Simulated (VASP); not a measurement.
A run of VASP 6.6.1 is set up as follows.

The input INCAR:

```
SYSTEM = Ag
ALGO = Normal ; EDIFF = 1E-7
EDIFFG = -0.005 ; ENCUT = 600
IBRION = 2 ; ISIF = 3
ISMEAR = 0 ; LASPH = .True.
LCHARG = .False. ; LREAL = .False.
LWAVE = .False. ; NELM = 100
NSW = 90 ; PREC = Accurate
SIGMA = 0.1
```

KPOINTS

```
k-points
0
Gamma
  18 18 18
  0 0 0
```

POSCAR

```
Ag
1.0
    0.0000000000      2.0675000000      2.0675000000
    2.0675000000      0.0000000000      2.0675000000
    2.0675000000      2.0675000000      0.0000000000
Ag
1
Direct
    0.0000000000      0.0000000000      0.0000000000
```

Potentials or basis: VASP PAW LDA potentials, release 64 (Ag).

Command:

```sh
$ cat potpaw_LDA.64/Ag/POTCAR > POTCAR
$ mpirun -np 1 vasp_std > vasp.out
```

(1) Predict the relaxed volume.

(2) Estimate the relaxed cell.

(3) Estimate the space group after relaxing (to 0.05 Å).

(4) What does it give for the band gap on the k mesh?

## Answers

(1) 16.04 Å³/atom.

(2) a = 2.831 Å, b = 2.831 Å, c = 2.831 Å, α = 60.00°, β = 60.00°, γ = 60.00°.

(3) Fm-3m (No. 225).

(4) none (metal or under the smearing width).
